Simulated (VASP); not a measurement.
Level of theory: vdW-DF-cx, VASP's PBE PAW potentials (set 64) (plane waves; VASP).

VASP ran on this input.

**KPOINTS**
```
Regular mesh
0
G
9 9 5
```

**POSCAR**
```
ZnO
1
    1.6236097370    -2.8121749927     0.0000000000
    1.6236097370     2.8121749927     0.0000000000
   -0.0000000000     0.0000000000     5.2378413791
Zn O
2 2
Direct
  0.6666670000   0.3333330000   0.5013073310
  0.3333330000   0.6666670000   0.0013073310
  0.6666670000   0.3333330000   0.8806926690
  0.3333330000   0.6666670000   0.3806926690
```

**INCAR**
```
AGGAC = 0.0
ALGO = Normal
EDIFF = 1E-7
ENCUT = 520
GGA = CX
ISIF = 2
ISMEAR = -5
LASPH = T
LCHARG = T
LEFG = T
LMAXMIX = 4
LORBIT = 11
LREAL = F
LUSE_VDW = T
LWAVE = F
NEDOS = 601
NELM = 100
PREC = Accurate
SYSTEM = ZnO
```

POTCAR, in this order: Zn O (PBE.64 set). Program: vasp_std.

Output

**OUTCAR**
```
 ion  position               nearest neighbor table
   1  0.667  0.333  0.501-   4 1.98   4 1.98   4 1.98   3 1.99
   2  0.333  0.667  0.001-   3 1.98   3 1.98   3 1.98   4 1.99
   3  0.667  0.333  0.881-   2 1.98   2 1.98   2 1.98   1 1.99
   4  0.333  0.667  0.381-   1 1.98   1 1.98   1 1.98   2 1.99
  LATTYP: Found a hexagonal cell.
 ALAT       =     3.2472198521
 C/A-ratio  =     1.6130233300
 Subroutine PRICEL returns:
 Original cell was already a primitive cell.
 Subroutine GETGRP returns: Found 12 space group operations
The static configuration has the point symmetry C_3v.
 The point group associated with its full space group is C_6v.
The dynamic configuration has the point symmetry C_3v.
 Subroutine INISYM returns: Found 12 space group operations
 Subroutine IBZKPT returns following result:
 Found     36 irreducible k-points:

 Following reciprocal coordinates:
            Coordinates               Weight
  0.000000  0.000000  0.000000      1.000000
  0.111111  0.000000  0.000000      6.000000
  0.222222 -0.000000  0.000000      6.000000
  0.333333  0.000000  0.000000      6.000000
  0.444444 -0.000000  0.000000      6.000000
  0.111111  0.111111  0.000000      6.000000
  0.222222  0.111111  0.000000     12.000000
  0.333333  0.111111  0.000000     12.000000
  0.444444  0.111111  0.000000      6.000000
  0.222222  0.222222  0.000000      6.000000
  0.333333  0.222222  0.000000     12.000000
  0.333333  0.333333  0.000000      2.000000
  0.000000  0.000000  0.200000      2.000000
  0.111111  0.000000  0.200000     12.000000
  0.222222 -0.000000  0.200000     12.000000
  0.333333  0.000000  0.200000     12.000000
  0.444444 -0.000000  0.200000     12.000000
  0.111111  0.111111  0.200000     12.000000
  0.222222  0.111111  0.200000     24.000000
  0.333333  0.111111  0.200000     24.000000
...
```

File OSZICAR:
```
       N       E                     dE             d eps       ncg     rms          rms(c)
DAV:   1     0.297840847166E+03    0.29784E+03   -0.18866E+04  1584   0.236E+03
DAV:   2     0.174246323555E+02   -0.28042E+03   -0.26987E+03  1722   0.443E+02
DAV:   3    -0.113142868554E+02   -0.28739E+02   -0.28560E+02  1806   0.152E+02
DAV:   4    -0.118419949607E+02   -0.52771E+00   -0.52687E+00  1806   0.219E+01
DAV:   5    -0.118461648613E+02   -0.41699E-02   -0.41697E-02  1800   0.187E+00    0.146E+01
DAV:   6    -0.878332771396E+01    0.30628E+01   -0.10872E+01  2758   0.718E+01    0.918E+00
DAV:   7    -0.893576457566E+01   -0.15244E+00   -0.24382E+00  1686   0.187E+01    0.545E+00
DAV:   8    -0.895649037231E+01   -0.20726E-01   -0.78280E-01  2354   0.876E+00    0.178E+00
DAV:   9    -0.889634196968E+01    0.60148E-01   -0.17178E-01  2490   0.756E+00    0.365E-01
DAV:  10    -0.889937971822E+01   -0.30377E-02   -0.54586E-02  1620   0.174E+00    0.140E-01
DAV:  11    -0.889935427847E+01    0.25440E-04   -0.16341E-03  2224   0.589E-01    0.402E-02
DAV:  12    -0.889939657851E+01   -0.42300E-04   -0.16210E-04  2430   0.287E-01    0.290E-02
DAV:  13    -0.889939393182E+01    0.26467E-05   -0.32322E-05  1930   0.116E-01    0.117E-02
DAV:  14    -0.889939481605E+01   -0.88423E-06   -0.11196E-05  1770   0.345E-02    0.555E-03
DAV:  15    -0.889939430735E+01    0.50870E-06   -0.21288E-06  1904   0.129E-02    0.134E-03
DAV:  16    -0.889939427713E+01    0.30221E-07   -0.94753E-08  1052   0.421E-03
   1 F= -.88993943E+01 E0= -.88993943E+01  d E =0.000000E+00
```

OUTCAR:
```
------------------------ aborting loop because EDIFF is reached ----------------------------------------
  FORCE on cell =-STRESS in cart. coord.  units (eV):
  Direction    XX          YY          ZZ          XY          YZ          ZX
  --------------------------------------------------------------------------------------
  Total        0.0026272      0.0026272      0.0212260      0.0000000     -0.0000000      0.0000000
  in kB        0.0880018      0.0880018      0.7110059      0.0000000     -0.0000000      0.0000000
  external PRESSURE =       0.2956699 kB  Pullay stress =       0.0000000 kB
  volume of cell :       47.83
      direct lattice vectors                 reciprocal lattice vectors
     1.623609737 -2.812174993  0.000000000     0.307955778 -0.177798324  0.000000000
     1.623609737  2.812174993  0.000000000     0.307955778  0.177798324  0.000000000
     0.000000000  0.000000000  5.237841379     0.000000000  0.000000000  0.190918344
  FREE ENERGIE OF THE ION-ELECTRON SYSTEM (eV)
  ---------------------------------------------------
  free  energy   TOTEN  =        -8.8993942771 eV

  energy  without entropy=       -8.8993942771  energy(sigma->0) =       -8.89939428

 total charge

# of ion       s       p       d       tot
------------------------------------------
    1        0.459   0.487   9.902  10.848
    2        0.459   0.487   9.902  10.848
    3        1.544   3.445   0.000   4.988
    4        1.544   3.445   0.000   4.988
--------------------------------------------------
tot          4.006   7.863  19.804  31.673

 Electric field gradients after diagonalization (V/A^2)
 (convention: |V_zz| > |V_xx| > |V_yy|)
----------------------------------------------------------------------
 ion       V_xx      V_yy      V_zz     asymmetry (V_yy - V_xx)/ V_zz
----------------------------------------------------------------------
   1      -2.380    -2.378     4.759       0.000
   2      -2.380    -2.379     4.759       0.000
   3       0.674     0.666    -1.340       0.006
   4       0.674     0.666    -1.339       0.006
```
(Selected blocks of OUTCAR.)

The compound is ZnO in the wurtzite structure. It was relaxed first.
